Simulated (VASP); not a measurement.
Calculation: PBE GGA, VASP's PBE PAW potentials (set 64) (plane waves; VASP).

The input files of a VASP run:

**INCAR**
```
ALGO=Normal
AMIX=0.2
BMIX=0.0001
EDIFF=1E-6
ENCUT=400
GGA=PE
IMIX=1
ISIF=2
ISMEAR=0
LASPH=T
LCHARG=F
LMAXMIX=4
LREAL=F
LWAVE=F
NELM=100
PREC=Accurate
SIGMA=0.05
SYSTEM=CdS
```

### POSCAR
```
CdS
1
    2.1114000000    -3.6570520000     0.0000000000
    2.1114000000     3.6570520000     0.0000000000
    0.0000000000     0.0000000000     6.8544000000
Cd S
2 2
Direct
  0.6666670000   0.3333330000   0.5000000000
  0.3333330000   0.6666670000   0.0000000000
  0.6666670000   0.3333330000   0.8770000000
  0.3333330000   0.6666670000   0.3770000000
```

**KPOINTS**
```
K-points
0
G
  6 6 3
0 0 0
```

POTCAR, in this order: Cd S (PBE.64 set). Program: vasp_std.

The run wrote:

OUTCAR:
```
 ion  position               nearest neighbor table
   1  0.667  0.333  0.500-   4 2.58   4 2.58   4 2.58   3 2.58
   2  0.333  0.667  0.000-   3 2.58   3 2.58   3 2.58   4 2.58
   3  0.667  0.333  0.877-   2 2.58   2 2.58   2 2.58   1 2.58
   4  0.333  0.667  0.377-   1 2.58   1 2.58   1 2.58   2 2.58
  LATTYP: Found a hexagonal cell.
 ALAT       =     4.2227999350
 C/A-ratio  =     1.6231884308
 Subroutine PRICEL returns:
 Original cell was already a primitive cell.
 Subroutine GETGRP returns: Found 12 space group operations
The static configuration has the point symmetry C_3v.
 The point group associated with its full space group is C_6v.
The dynamic configuration has the point symmetry C_3v.
 Subroutine INISYM returns: Found 12 space group operations
 Subroutine IBZKPT returns following result:
 Found     14 irreducible k-points:

 Following reciprocal coordinates:
            Coordinates               Weight
  0.000000  0.000000  0.000000      1.000000
  0.166667  0.000000  0.000000      6.000000
  0.333333  0.000000  0.000000      6.000000
  0.500000  0.000000  0.000000      3.000000
  0.166667  0.166667  0.000000      6.000000
  0.333333  0.166667  0.000000     12.000000
  0.333333  0.333333  0.000000      2.000000
  0.000000  0.000000  0.333333      2.000000
  0.166667  0.000000  0.333333     12.000000
  0.333333  0.000000  0.333333     12.000000
  0.500000  0.000000  0.333333      6.000000
  0.166667  0.166667  0.333333     12.000000
  0.333333  0.166667  0.333333     24.000000
  0.333333  0.333333  0.333333      4.000000
   k-points           NKPTS =     14   k-points in BZ     NKDIM =     14   number of bands    NBANDS=     22
   number of dos      NEDOS =    301   number of ions     NIONS =      4
   total plane-waves  NPLWV =  37632
   dimension x,y,z NGX =    28 NGY =   28 NGZ =   48
   dimension x,y,z NGXF=    56 NGYF=   56 NGZF=   96
   ions per type =               2   2
...
```

**OSZICAR**
```
       N       E                     dE             d eps       ncg     rms          rms(c)
DAV:   1     0.211438294575E+03    0.21144E+03   -0.15365E+04   632   0.121E+03
DAV:   2    -0.199132524814E+01   -0.21343E+03   -0.20973E+03   706   0.323E+02
DAV:   3    -0.132722675860E+02   -0.11281E+02   -0.11252E+02   712   0.763E+01
DAV:   4    -0.134012842287E+02   -0.12902E+00   -0.12895E+00   724   0.784E+00
DAV:   5    -0.134037545573E+02   -0.24703E-02   -0.24703E-02   748   0.105E+00    0.104E+01
DAV:   6    -0.125561135659E+02    0.84764E+00   -0.10371E+00   798   0.100E+01    0.940E+00
DAV:   7    -0.123579590992E+02    0.19815E+00   -0.51956E-01   706   0.468E+00    0.838E+00
DAV:   8    -0.123122989506E+02    0.45660E-01   -0.73762E-02   742   0.165E+00    0.692E+00
DAV:   9    -0.122981913836E+02    0.14108E-01   -0.13500E-02   688   0.729E-01    0.552E+00
DAV:  10    -0.122931789368E+02    0.50124E-02   -0.47114E-03   760   0.451E-01    0.438E+00
DAV:  11    -0.122911132588E+02    0.20657E-02   -0.12399E-03   676   0.263E-01    0.346E+00
DAV:  12    -0.122901548890E+02    0.95837E-03   -0.51249E-04   760   0.189E-01    0.272E+00
DAV:  13    -0.122896948857E+02    0.46000E-03   -0.26881E-04   676   0.149E-01    0.213E+00
DAV:  14    -0.122894802500E+02    0.21464E-03   -0.15848E-04   730   0.117E-01    0.167E+00
DAV:  15    -0.122893894507E+02    0.90799E-04   -0.98549E-05   670   0.939E-02    0.131E+00
DAV:  16    -0.122893603675E+02    0.29083E-04   -0.62835E-05   712   0.746E-02    0.102E+00
DAV:  17    -0.122893603218E+02    0.45701E-07   -0.40199E-05   682   0.592E-02    0.799E-01
DAV:  18    -0.122893722908E+02   -0.11969E-04   -0.25806E-05   712   0.468E-02    0.625E-01
DAV:  19    -0.122893877427E+02   -0.15452E-04   -0.16564E-05   646   0.371E-02    0.489E-01
DAV:  20    -0.122894027110E+02   -0.14968E-04   -0.10681E-05   706   0.294E-02    0.383E-01
DAV:  21    -0.122894156135E+02   -0.12902E-04   -0.68813E-06   652   0.234E-02    0.300E-01
DAV:  22    -0.122894260538E+02   -0.10440E-04   -0.44599E-06   670   0.186E-02    0.235E-01
DAV:  23    -0.122894341697E+02   -0.81159E-05   -0.28185E-06   552   0.148E-02    0.185E-01
DAV:  24    -0.122894403095E+02   -0.61397E-05   -0.19876E-06   528   0.124E-02    0.145E-01
DAV:  25    -0.122894448798E+02   -0.45703E-05   -0.12993E-06   422   0.101E-02    0.114E-01
DAV:  26    -0.122894482383E+02   -0.33585E-05   -0.87882E-07   446   0.811E-03    0.894E-02
DAV:  27    -0.122894506814E+02   -0.24432E-05   -0.54620E-07   422   0.639E-03    0.705E-02
DAV:  28    -0.122894524428E+02   -0.17614E-05   -0.38367E-07   386   0.525E-03    0.554E-02
DAV:  29    -0.122894537072E+02   -0.12644E-05   -0.24406E-07   350   0.420E-03    0.437E-02
DAV:  30    -0.122894546104E+02   -0.90324E-06   -0.17128E-07   368   0.346E-03
   1 F= -.12289455E+02 E0= -.12289455E+02  d E =-.355213E-15
```

File OUTCAR:
```
------------------------ aborting loop because EDIFF is reached ----------------------------------------
  FORCE on cell =-STRESS in cart. coord.  units (eV):
  Direction    XX          YY          ZZ          XY          YZ          ZX
  --------------------------------------------------------------------------------------
  Total       -0.6570672     -0.6570672     -0.5683520      0.0000000      0.0000000      0.0000000
  in kB       -9.9453315     -9.9453311     -8.6025428      0.0000000      0.0000000      0.0000000
  external PRESSURE =      -9.4977351 kB  Pullay stress =       0.0000000 kB
  volume of cell :      105.85
      direct lattice vectors                 reciprocal lattice vectors
     2.111400000 -3.657052000  0.000000000     0.236809700 -0.136722147  0.000000000
     2.111400000  3.657052000  0.000000000     0.236809700  0.136722147  0.000000000
     0.000000000  0.000000000  6.854400000     0.000000000  0.000000000  0.145891690
  FREE ENERGIE OF THE ION-ELECTRON SYSTEM (eV)
  ---------------------------------------------------
  free  energy   TOTEN  =       -12.2894546104 eV

  energy  without entropy=      -12.2894546104  energy(sigma->0) =      -12.28945461
```
(Selected blocks of OUTCAR.)

OUTCAR:
```
 val. band max:        0.7825899816   @ k =   0.0000   0.0000   0.0000

 cond. band min:       1.8572317829   @ k =   0.0000   0.0000   0.0000


 Fermi energy:         1.0472389104

 k-point     1 :       0.0000    0.0000    0.0000
  band No.  band energies     occupation
      1     -11.2141      2.00000
      2     -10.8391      2.00000
      3      -6.7152      2.00000
      4      -6.7102      2.00000
      5      -6.7102      2.00000
      6      -6.6390      2.00000
      7      -6.6390      2.00000
      8      -6.3636      2.00000
      9      -6.3636      2.00000
     10      -6.2875      2.00000
     11      -6.2875      2.00000
     12      -5.9876      2.00000
     13      -3.2217      2.00000
     14       0.1056      2.00000
     15       0.1057      2.00000
     16       0.7543      2.00000
     17       0.7826      2.00000
     18       0.7826      2.00000
     19       1.8572      0.00000
     20       3.4779      0.00000
     21       7.2525      0.00000
     22       7.2525      0.00000

 k-point     2 :       0.1667    0.0000    0.0000
  band No.  band energies     occupation
      1     -11.1318      2.00000
      2     -10.8038      2.00000
      3      -6.6886      2.00000
      4      -6.6781      2.00000
      5      -6.6411      2.00000
      6      -6.5973      2.00000
      7      -6.5934      2.00000
      8      -6.3798      2.00000
      9      -6.3617      2.00000
     10      -6.3152      2.00000
     11      -6.2805      2.00000
     12      -5.9349      2.00000
     13      -3.0589      2.00000
     14      -0.7896      2.00000
     15      -0.3782      2.00000
     16      -0.1779      2.00000
     17       0.5751      2.00000
     18       0.6142      2.00000
     19       2.9875      0.00000
     20       4.3032      0.00000
     21       6.5577      0.00000
     22       7.5705      0.00000

 k-point     3 :       0.3333    0.0000    0.0000
  band No.  band energies     occupation
      1     -10.9543      2.00000
...
```

The compound is CdS in the wurtzite structure. The cell was not relaxed at this level. The run is one of a series of settings (AMIX = 0.2, BMIX = 0.0001, IMIX = 1 against the base run), some of them coarse on purpose.
